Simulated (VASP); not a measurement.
VASP runs on NiSb (space group P6_3/mmc) share one base input (PBE GGA, plane waves, VASP's PBE PAW potentials (set 64)) and change the settings named in each case.

INCAR:
```
! general
SYSTEM =NiSb
PREC   =Accurate
ENCUT  =300
LREAL  =.FALSE.
LASPH  =.TRUE.

! electronic loop
EDIFF  =1E-6
NELM   =100
ALGO   =Normal
LMAXMIX=4

! smearing
ISMEAR =0
SIGMA  =0.136

! functional
GGA    =PE

! spin
ISPIN  =2
MAGMOM =4*2.0 4*0.0

! ions
ISIF   =2

! output
LWAVE  =.FALSE.
LCHARG =.FALSE.
LORBIT =11
```

POSCAR:
```
NiSb
1.0
  3.6015810000   0.0000000000   0.0000000000
 -1.8007900000   3.1190600000   0.0000000000
  0.0000000000   0.0000000000  12.1503880000
Ni Sb
4 4
Cart
 -0.0000014675   2.0793743730   1.5187985000
  1.8007924675   1.0396856270   7.5939925000
  1.8007924675   1.0396856270  10.6315895000
 -0.0000014675   2.0793743730   4.5563955000
  0.0000000000   0.0000000000   0.0000000000
  0.0000000000   0.0000000000   6.0751940000
 -0.0000014675   2.0793743730   9.1127910000
  1.8007924675   1.0396856270   3.0375970000
```

**KPOINTS**
```
Automatic mesh
0
Gamma
4 4 1
0 0 0
```

POTCAR, in this order: Ni Sb (PBE.64 set). Program: vasp_std.

```tsv
change	E(σ→0) (eV/atom)	pressure (GPa)	largest force (eV/Å)	−TS (eV)
base run	-4.8485	7.68	0.583	-0.0315
GGA = PS	-5.4408	?	?	?
GGA_COMPAT = .FALSE., ISPIN removed, LNONCOLLINEAR = .TRUE., LSORBIT = .TRUE., MAGMOM = 0.0 0.0 2.0 0.0 0.0 2.0 0.0 0.0 2.0 0.0 0.0 2.0 0.0 0.0 0.0 0.0 0.0 0.0 0.0 0.0 0.0 0.0 0.0 0.0, program vasp_ncl	-4.8833	?	?	?
KPOINTS 1×1×1 Γ-centred mesh	-2.2455	31.13	0.009	-0.0001
```

**Question.** Complete the blanks.

**Answer.** 
- GGA_COMPAT = .FALSE., ISPIN removed, LNONCOLLINEAR = .TRUE., LSORBIT = .TRUE., MAGMOM = 0.0 0.0 2.0 0.0 0.0 2.0 0.0 0.0 2.0 0.0 0.0 2.0 0.0 0.0 0.0 0.0 0.0 0.0 0.0 0.0 0.0 0.0 0.0 0.0, program vasp_ncl, pressure (GPa): 7.65
- GGA_COMPAT = .FALSE., ISPIN removed, LNONCOLLINEAR = .TRUE., LSORBIT = .TRUE., MAGMOM = 0.0 0.0 2.0 0.0 0.0 2.0 0.0 0.0 2.0 0.0 0.0 2.0 0.0 0.0 0.0 0.0 0.0 0.0 0.0 0.0 0.0 0.0 0.0 0.0, program vasp_ncl, largest force (eV/Å): 0.584
- GGA_COMPAT = .FALSE., ISPIN removed, LNONCOLLINEAR = .TRUE., LSORBIT = .TRUE., MAGMOM = 0.0 0.0 2.0 0.0 0.0 2.0 0.0 0.0 2.0 0.0 0.0 2.0 0.0 0.0 0.0 0.0 0.0 0.0 0.0 0.0 0.0 0.0 0.0 0.0, program vasp_ncl, −TS (eV): -0.0267
- GGA = PS, pressure (GPa): 2.12
- GGA = PS, largest force (eV/Å): 0.604
- GGA = PS, −TS (eV): -0.0344

Energies of different potentials or functionals have different zeros.  Unless said otherwise, spin-orbit coupling is left out, though it shifts the bands of the heavy elements here. At 300 eV the pressure can carry a Pulay error.

Left out are runs that ran out of time, are held back, or changed the cell or the kind of run, fixed moments of cells without a moment, rows past the twelfth, gaps on odd meshes, pressures of charged cells and columns that move by less than the noise.

The structure was generated: NiSb was put into an ordered model structure, which need not be its known phase. The cell was not relaxed at this level, forces remain on its atoms, its lattice was scaled by up to 2.5 %.
